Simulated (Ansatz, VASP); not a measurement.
**Mg (Magnesium): VASP beside Ansatz**

One calculation is typed for both programs; each brings its own data sets. How far apart do they land? Of the first pair: The structure shown is the end of the Ansatz relaxation below.

Main program and level: Ansatz 0.2.0; plane waves, with VASP 6.6.1 beside it; single point at LDA and zone-centre phonons at LDA.

## 1. Starting point

Symmetry: P6_3/mmc, No. 194, hexagonal system. Conventional cell: a = 3.118 Å, b = 3.118 Å, c = 5.233 Å, α = 90.00°, β = 90.00°, γ = 120.00°. Nearest to Mg lie 12 Mg at 3.12 to 3.18 Å.

## 2. Ansatz: relaxation, LDA

Ansatz runs on its PAW soft_1 files.

This run makes the geometry at which the two programs are then compared.

input.yaml

```yaml
crystal:
  lattice:
    - [3.1265995953, 0.0, 0.0]
    - [-1.5632997976, 2.707714677, 0.0]
    - [0.0, 0.0, 5.2328471525]
  atoms:
    - { symbol: Mg, position: [0.3333333326, 0.6666666674, 0.25] }
    - { symbol: Mg, position: [0.6666666674, 0.3333333326, 0.75] }
kpoints:
  mp_grid: { grid: [15, 15, 8] }
hamiltonian:
  xc: lda
  pseudopotentials: { kind: paw, azcp: { folder: soft_1 }, xc_functional: pbe }
scf:
  occupations: { method: methfessel_paxton, width: 0.2 }
output:
  forces: true
  stress: true
  eigenvalues: true
relax:
  adjacent_minimum: "off"
  f_tol: 0.001
  max_steps: 60
  cell: { stress_tol: 0.01, fix: [c, angles] }
```

Started as:

```bash
ansatz run input.yaml --threads 4 --pin off --max-ram 10240MiB --backend cpu --events-out ev --progress --plain --runs-dir out
```

Numbers of over 12 decimals in the logs are rounded to 6 here.

What it wrote:

```text
Warning: crystal.symmetry: narrowed to the stabiliser of the fixed cell quantities (relax.cell.fix) — unitary ops 24 → 8. The narrowing is safe, since a smaller group never makes results wrong: the run goes on under it, on as many k-points as the starting group would need, or more. Excluded: 16 operations that would move a fixed cell quantity at a test strain (relax.cell.fix fixes c, alpha, beta, gamma). The cell can leave their symmetry as it relaxes.
Engine: ansatz 0.2.0, x86_64-unknown-linux-gnu
Pseudopotentials: kind: paw
Pseudopotential: Mg, paw, valence charge 10, recommended cutoff 420 eV (normal), soft_1/Mg.paw.azcp
Functional definition: SPW92
  exchange = slater_x
  correlation = pw_c
Crystal: 2 atoms, lattice volume = 44.301 Å³
Basis set: ecut = 420 eV, 881 PW (Γ)
Bands: 14, of which v1, the nominal top of the filled ones, is band 10 counted from 1 (9 counted from 0)
Symmetry: 8 space group operations
k-points: 320 of 1800
Non-local potential: Mg, projectors of the file, l = 0: 3, l = 1: 2, l = 2: 1
PAW form: soft (Blöchl's): semilocal exchange-correlation on the pseudo side does not see the compensation charge
PAW frozen core: Mg, regenerated for the run's functional, and the local potential with it (the file was generated under x = pbe(κ = 0.804, μ = 0.219515), c = pbe(β = 0.066725))
PAW one-centre angular grid: Mg, 110 points (default); XC on 64 Gauss nodes
Initial density: superposition of atomic densities (chi_scale 0.1, normalization cell)
Initial wavefunctions: pseudopotential atomic-orbital guess
Functional: x = slater, c = lda
SCF iter   1: F=—  HF=-3803.243889 eV  |F-HF|=—  |Δ(HF+E_count)|=         —  Δρ=1.47e-2  dr2=1.08e-1  ethr=3.10e-3  ⟨swp⟩=5.0  Hψ=22574  notcnv=0
preconditioner: auto → none  [metal: Δε(μ)=0.015 eV  Ē_g=7.055 eV  σ=0.200 eV  W_gap=0.06  n_scr=8 (ndim 8)  ℏωp=11.2 eV  f_vac=0.000  D(μ)=1.04/eV (n_scr^D=2)  sad-step TF]
SCF iter   2: F=—  HF=-3803.215480 eV  |F-HF|=—  |Δ(HF+E_count)|=   2.84e-2  S|Δr|=    0.00e0  Δρ=9.30e-3  dr2=4.98e-2  ethr=5.38e-4  ⟨swp⟩=1.0  Hψ=7040  notcnv=0
SCF iter   3: F=—  HF=-3803.195788 eV  |F-HF|=—  |Δ(HF+E_count)|=   1.97e-2  S|Δr|=    0.00e0  Δρ=9.21e-4  dr2=4.93e-4  ethr=2.49e-4  ⟨swp⟩=2.3  Hψ=6794  notcnv=0
SCF iter   4: F=—  HF=-3803.195770 eV  |F-HF|=—  |Δ(HF+E_count)|=   1.81e-5  S|Δr|=    0.00e0  Δρ=1.40e-4  dr2=2.26e-6  ethr=2.46e-6  ⟨swp⟩=3.0  Hψ=7730  notcnv=0
SCF iter   5: F=—  HF=-3803.195776 eV  |F-HF|=—  |Δ(HF+E_count)|=   6.17e-6  S|Δr|=    0.00e0  Δρ=3.24e-6  dr2=2.30e-9  ethr=5.00e-10  ⟨swp⟩=7.0  Hψ=22477  notcnv=0
SCF iter   6: F=-3803.195776 eV  HF=-3803.195776 eV  |F-HF|=9.09e-13  |Δ(HF+E_count)|=   7.63e-9  S|Δr|=    0.00e0  Δρ=2.10e-7  dr2=1.03e-11  ethr=1.15e-11  ⟨swp⟩=1.0  Hψ=13462  notcnv=0
SCF 1 converged in 6 iterations: F = -3803.195776 eV  dr2 = 1.03e-11
  greatest PAW one-centre occupation: 1.000 electrons in one spin orbital (limit 2), on the Mg atom at site 1 (counted from 0), in its partial waves of l = 1
relax step   1: F+E_penalty+E_count = -3803.19577614 eV  Δ(F+E_penalty+E_count) = +0.000e0 eV  max|allowed force component| = 2.135e-8 eV/Å  Δτ_max = 0.0000 Å  P = -0.892 GPa  Ω = 44.301 Å³  fix = [c, alpha, beta, gamma]  reactions: c -2.194 GPa; gamma +0.000 GPa/rad  (6 SCF iters, dr2 threshold 1.00e-7 eV, accepted)
[...]
relax step   2: F+E_penalty+E_count = -3803.19594602 eV  Δ(F+E_penalty+E_count) = -1.699e-4 eV  max|allowed force component| = 1.463e-8 eV/Å  Δτ_max = 0.0000 Å  P = -0.742 GPa  Ω = 44.128 Å³  energy of the carried Pulay correction = +6.855e-6 eV  fix = [c, alpha, beta, gamma]  reactions: c -2.105 GPa; gamma +0.000 GPa/rad  (3 SCF iters, dr2 threshold 1.45e-7 eV, accepted)
[...]
relax step   3: F+E_penalty+E_count = -3803.19595915 eV  Δ(F+E_penalty+E_count) = -1.313e-5 eV  max|allowed force component| = 4.633e-9 eV/Å  Δτ_max = 0.0000 Å  P = -0.691 GPa  Ω = 44.070 Å³  energy of the carried Pulay correction = +9.161e-6 eV  fix = [c, alpha, beta, gamma]  reactions: c -2.075 GPa; gamma +0.000 GPa/rad  (3 SCF iters, dr2 threshold 9.20e-9 eV, accepted)
[...]
relax step   4: F+E_penalty+E_count = -3803.19595031 eV  Δ(F+E_penalty+E_count) = +8.840e-6 eV  max|allowed force component| = 6.676e-9 eV/Å  Δτ_max = 0.0000 Å  P = -0.691 GPa  Ω = 44.070 Å³  fix = [c, alpha, beta, gamma]  reactions: c -2.075 GPa; gamma +0.000 GPa/rad  stress off target by 8.54e-4 GPa on what of the cell is left free  SCF on the basis re-selected at this cell (its energy is not comparable with the rows above)  (4 SCF iters)
basis re-selected at this cell: Δ(F+E_penalty+E_count) = +8.840e-6 eV, ΔP = -0.000 GPa vs the last step (what re-selecting the basis moved, of the pressure what is left beyond the Pulay correction that the steps carried, after the strain that the cell walked since its last selection, with what the two solves' SCF thresholds leave and, on support functions, any second-order correction that the steps lacked; it is no m [...]
SCF converged after 4 iterations
Stability not checked: this state was not tested for a lower state beside it, because cold or Methfessel-Paxton smearing, or corrected tetrahedra, fill the levels in a way that the test cannot read (fill_not_monotonic; see scf.lower_state_search)
Free energy (F): -3803.195950 eV
Harris-Foulkes:  -3803.195950 eV  (|F-HF|=1.82e-12)
Internal energy: -3803.194325 eV  (E = F + TS)
E sigma→0 (E₀):  -3803.195544 eV
Entropy (-TS):   -0.001625 eV (-0.813 meV/atom)
Fermi energy:    5.749086 eV
--- Per-component energies (eV) ---
  E_band       = -709.714334
  E_kinetic    = 139.585291
  E_local      = -3395.022231  (includes V_loc(G=0)·N_el)
  E_nonlocal   = 392.100853
  E_hartree    = 1155.077159
  E_xc         = -51.843510
  E_vxc        = -67.346784  (∫ρ·V_xc dr)
  E_paw        = -560.094942  (= ΣΔE_a)
  E_vpaw       = -89.185518  (= ΣTr[D̂ρ^β])
  E_aug_tail   = -0.000257  (compensation charges beyond the density's cutoff)
  E_ewald      = -1483.297647
  E_core_change = 0.300959  (= ΣΔE_core)
  E_smearing   = -0.001625  (= −TS)
  E_closure    = -0.000000  (closes the sum)
  Σ components = -3803.195950   (vs F -3803.195950, Δ=0.00e0)
--- Forces (eV/Å), atoms counted from 1 ---
  atom   1  Mg     0.00000001    -0.00000000    -0.00000000
  atom   2  Mg    -0.00000001     0.00000000     0.00000000
  max |Σ_I F_I| component: 0.00e0 eV/Å
--- Stress (GPa, compression-positive) ---
        0.000854      -0.000000       0.000000
       -0.000000       0.000854       0.000000
        0.000000       0.000000      -2.075279
  P = ⅓ Tr σ = -0.6912 GPa (-6.912 kbar)
--- Band table (eV; the first three rows and the last of 320) ---
  k-point 0: bands = [... 6 lower, -36.9345, -36.9345, -1.3397, 3.8776, 4.1701, 17.2276, 17.2276, 17.4371]
  k-point 1: bands = [... 6 lower, -36.9347, -36.9347, -1.2534, 2.7851, 5.4106, 16.2759, 17.2924, 17.2924]
  k-point 2: bands = [... 6 lower, -36.9352, -36.9352, -0.9951, 1.7108, 6.9288, 14.2960, 17.4783, 17.4783]
  k-point 319: bands = [... 6 lower, -36.9448, -36.9448, 4.3033, 4.3033, 5.7650, 5.7650, 13.7673, 13.7673]
--- Relaxed structure (3 steps of the walk, 3 accepted, 1 SCFs on fresh bases) ---
  F+E_penalty+E_count = -3803.19595031 eV   max|allowed force component| = 6.676e-9 eV/Å   (the final SCF, on the basis selected at the relaxed cell)
  cell:  # Å, volume = 44.0701 Å³
    - [3.118442, -2.879221351595683e-11, 0]
    - [-1.559221, 2.700650, 0]
    - [0, 0, 5.2328471525]
  atoms:
    - { symbol: Mg, position: [0.333333, 0.666667, 0.25] }
    - { symbol: Mg, position: [0.666667, 0.333333, 0.75] }
```

In the SCF lines HF is the Harris–Foulkes energy and dr2 the Hartree energy of the density residual, in eV; the loop may stop once dr2 is under the threshold and the program's other checks hold. Hψ counts applications of the Hamiltonian.

## 3. VASP: single point, LDA

The same cell, functional (in two slightly different forms), mesh and smearing now go to VASP, with its own data sets.

Lines of VASP's logs that name or quote its potential files are left out, and so is its time.

INCAR

```
SYSTEM = Mg
PREC = Accurate
ENCUT = 600
EDIFF = 1E-06
NELM = 120
ISMEAR = 1
SIGMA = 0.2
LREAL = .FALSE.
ALGO = Normal
GGA = CA
NBANDS = 8
LORBIT = 11
LWAVE = .FALSE.
LCHARG = .FALSE.
ISIF = 2
LASPH = .TRUE.
GGA_COMPAT = .FALSE.
KPAR = 2
```

POSCAR

```
Mg
1.0
    3.1184423488      0.0000000000      0.0000000000
   -1.5592211744      2.7006502943      0.0000000000
    0.0000000000      0.0000000000      5.2328471525
Mg
2
Direct
    0.3333333324      0.6666666676      0.2500000000
    0.6666666676      0.3333333324      0.7500000000
```

KPOINTS

```
Automatic mesh
0
Gamma
15 15 8
0 0 0
```

The projector-augmented-wave data sets are Mg (LDA family, release 64).

Started as:

```bash
mpirun -np 2 vasp_std
```

What it wrote:

```text
[banner, memory and clock lines left out]
running    2 mpi-ranks, on    1 nodes
 distrk:  each k-point on    1 cores,    2 groups
 distr:  one band on    1 cores,    1 groups

 POSCAR found type information on POSCAR Mg
 POSCAR found :  1 types and       2 ions
 LDA part: xc-table for (Slater(with rela. corr.)+CA(PZ))
 , standard interpolation
 POSCAR, INCAR and KPOINTS ok, starting setup
 FFT: planning ... GRIDC
 FFT: planning ... GRID_SOFT
 FFT: planning ... GRID
 WAVECAR not read
 entering main loop
       N       E                     dE             d eps       ncg     rms          rms(c)
DAV:   1    -0.912155197718E+00   -0.91216E+00   -0.13990E+03  2160   0.396E+02
DAV:   2    -0.361333185021E+01   -0.27012E+01   -0.26296E+01  2928   0.233E+01
DAV:   3    -0.362757071350E+01   -0.14239E-01   -0.14206E-01  2896   0.220E+00
DAV:   4    -0.362760337579E+01   -0.32662E-04   -0.32662E-04  3176   0.896E-02
DAV:   5    -0.362760343414E+01   -0.58349E-07   -0.58168E-07  2872   0.285E-03    0.939E-01
DAV:   6    -0.361608649443E+01    0.11517E-01   -0.66269E-04  2576   0.156E-01    0.596E-01
DAV:   7    -0.360694832585E+01    0.91382E-02   -0.22603E-03  2296   0.286E-01    0.303E-02
DAV:   8    -0.360694054198E+01    0.77839E-05   -0.16615E-05  3496   0.233E-02    0.650E-03
DAV:   9    -0.360693952500E+01    0.10170E-05   -0.61958E-07  2184   0.404E-03    0.585E-04
DAV:  10    -0.360693951513E+01    0.98659E-08   -0.61818E-09  1424   0.475E-04
   1 F= -.36069395E+01 E0= -.36064130E+01  d E =-.157960E-02
```

Parts of OUTCAR (step 3):

```text
ion  position               nearest neighbor table
   1  0.333  0.667  0.250-   2 3.18   2 3.18   2 3.18   2 3.18   2 3.18   2 3.18
   2  0.667  0.333  0.750-   1 3.18   1 3.18   1 3.18   1 3.18   1 3.18   1 3.18

  LATTYP: Found a hexagonal cell.
 ALAT       =     3.1184423488
 C/A-ratio  =     1.6780323531

 Subroutine GETGRP returns: Found 24 space group operations
 (whereof 12 operations were pure point group operations)

The static configuration has the point symmetry D_3d.
 The point group associated with its full space group is D_6h.

 Found    135 irreducible k-points:

   k-points           NKPTS =    135   k-points in BZ     NKDIM =    135   number of bands    NBANDS=      8

   dimension x,y,z NGX =    28 NGY =   28 NGZ =   42
   dimension x,y,z NGXF=    56 NGYF=   56 NGZF=   84

   ENCUT  =  600.0 eV  44.10 Ry    6.64 a.u.   6.23  6.23 10.45*2*pi/ulx,y,z

   NELECT =       4.0000    total number of electrons

 k-points in reciprocal lattice and weights: Automatic mesh
   0.00000000  0.00000000  0.00000000       0.001
   0.06666667  0.00000000  0.00000000       0.003
   0.13333333  0.00000000  0.00000000       0.003
   0.20000000  0.00000000  0.00000000       0.003
   0.26666667  0.00000000  0.00000000       0.003
   0.33333333  0.00000000  0.00000000       0.003
   0.40000000  0.00000000  0.00000000       0.003
   0.46666667  0.00000000  0.00000000       0.003
   0.06666667  0.06666667  0.00000000       0.003
[...]
0.33333333  0.26666667  0.50000000       0.007
   0.33333333  0.33333333  0.50000000       0.001

 average (electrostatic) potential at core
       1 -39.0959       2 -39.0959

 E-fermi :   2.6784

 k-point     1 :       0.0000    0.0000    0.0000
  band No.  band energies     occupation
      1      -4.4120      2.00000
      2       0.8005      2.00000
      3       1.1009      2.00000
      4      14.1738      0.00000
      5      14.1738      0.00000
      6      14.3826      0.00000
      7      14.3826      0.00000
      8      14.4321      0.00000

 k-point     2 :       0.0667    0.0000    0.0000
  band No.  band energies     occupation
      1      -4.3202      2.00000
      2       0.8841      2.00000
      3       1.1906      2.00000
      4      12.3663      0.00000
      5      13.2243      0.00000
      6      13.9291      0.00000
      7      15.1271      0.00000
      8      15.4411      0.00000

 k-point     3 :       0.1333    0.0000    0.0000
  band No.  band energies     occupation
      1      -4.0453      2.00000
      2       1.1350      2.00000
      3       1.4575      2.00000
      4      10.2545      0.00000
      5      12.3215      0.00000
      6      12.9736      0.00000
      7      14.9624      0.00000
      8      14.9706      0.00000

  Total       -0.0878411     -0.0878411     -0.6632918      0.0000000      0.0000000      0.0000000
  in kB       -3.1934815     -3.1934815    -24.1141019      0.0000000      0.0000000      0.0000000
  external PRESSURE =     -10.1670216 kB  Pullay stress =       0.0000000 kB

  energy-cutoff  :      600.00
  volume of cell :       44.07
      direct lattice vectors                 reciprocal lattice vectors
     3.118442349  0.000000000  0.000000000     0.320672916  0.185140594  0.000000000
    -1.559221174  2.700650294  0.000000000     0.000000000  0.370281188  0.000000000
     0.000000000  0.000000000  5.232847152     0.000000000  0.000000000  0.191100556

 POSITION                                       TOTAL-FORCE (eV/Angst)
 -----------------------------------------------------------------------------------
     -0.00000      1.80043      1.30821        -0.000000      0.000000      0.000000
      1.55922      0.90022      3.92464         0.000000     -0.000000      0.000000
 -----------------------------------------------------------------------------------
    total drift:                                0.000000     -0.000000      0.000000

  FREE ENERGIE OF THE ION-ELECTRON SYSTEM (eV)
  ---------------------------------------------------
  free  energy   TOTEN  =        -3.6069395151 eV

  energy  without entropy=       -3.6053599159  energy(sigma->0) =       -3.60641298

 total charge
# of ion       s       p       d       tot
------------------------------------------
    1        0.220   0.138   0.013   0.370
    2        0.220   0.138   0.013   0.370
--------------------------------------------------
tot          0.440   0.275   0.025   0.740

[... 3 further parts left out ...]
```

The run ends at a pressure of -1.02 GPa.

## 4. Side by side

Known differences besides the potentials themselves: the two LDA forms differ slightly; the data sets hold 20 valence electrons in Ansatz (on its PAW soft_1 files) and 4 in VASP; the cutoff is 420 eV in Ansatz and 600 eV in VASP; VASP's log shows a relativistic correction to its local exchange, Ansatz's none; Ansatz's pressure holds a Pulay correction, VASP's none. Total energies have different zeros and are not compared.

Both answers:

| quantity | Ansatz | VASP | difference |
| --- | --- | --- | --- |
| pressure (GPa) | -0.69 | -1.02 | +0.33 |

## 5. Ansatz: zone-centre phonons, LDA, pair 2

Second derivatives magnify differences that forces hide, and they need a tight electronic threshold. The cell compared in this pair holds 41.01 Å³, against 44.07 Å³ for the pair before.

The cell is taken from a series of runs on this material, whose earlier steps may have relaxed, scaled, displaced or heated it; both programs get it as it stands.

input.yaml, the sections that differ from step 2:

```yaml
crystal:
  lattice:
    - [3.0227373786, 0.0, 0.0]
    - [-1.5113686893, 2.6177673588, 0.0]
    - [0.0, 0.0, 5.183114931]
  atoms:
    - { symbol: Mg, position: [0.3333333333, 0.6666666667, 0.25] }
    - { symbol: Mg, position: [0.6666666667, 0.3333333333, 0.75] }
output:
  eigenvalues: true
phonons:
  method: dfpt
# kpoints, hamiltonian, scf: as in step 2
# relax: removed
```

Started as:

```bash
ansatz run input.yaml --threads 4 --pin off --max-ram 10240MiB --backend cpu --events-out ev --progress --plain --runs-dir out
```

What it wrote:

```text
zone centre: on kpoints.mp_grid the ground state, and the responses unless they are solved on pairs of k-points, stand on 320 of the mesh's 1800 k-points, reduced under 4 symmetry operations, with k and −k counted as one. Each operation leaves every solved displacement unchanged or reverses it
[...]
Crystal: 2 atoms, lattice volume = 41.013 Å³
[...]
k mesh reduced under 4 symmetry operations, with k and −k counted as one. Each operation leaves every solved displacement unchanged or reverses it
  ASR residual: 1.152e-4 → 0.000e0 eV/Å²; symmetrization residual: 1.139e-12 eV/Å²
  ASR residual per site (eV/Å²): 1.15e-4 1.15e-4
  Γ frequencies (cm⁻¹): 0.00 0.00 0.00 123.47 123.47 254.31
  non-analytic LO–TO correction: not included (Born effective charges unavailable; polar crystals: no LO–TO splitting at Γ)
[key lines of the parts left out:]
SCF converged after 8 iterations
Free energy (F): -3803.169508 eV
Fermi energy:    6.368973 eV
```

(Continued in part 2 of 2.)

[Lines on the potential files, build, host, timing and source positions are cut from VASP's logs without a mark.]

[Logs are printed without paths, hosts, clocks, repeated set-up lines and the standing remarks that a program may print on its own settings, such as how far it seeks lower states.]

[Hosts, paths, dates, database ids (printed as entryN), source tags and the programs' standing remarks are cut or masked in the printed files.]
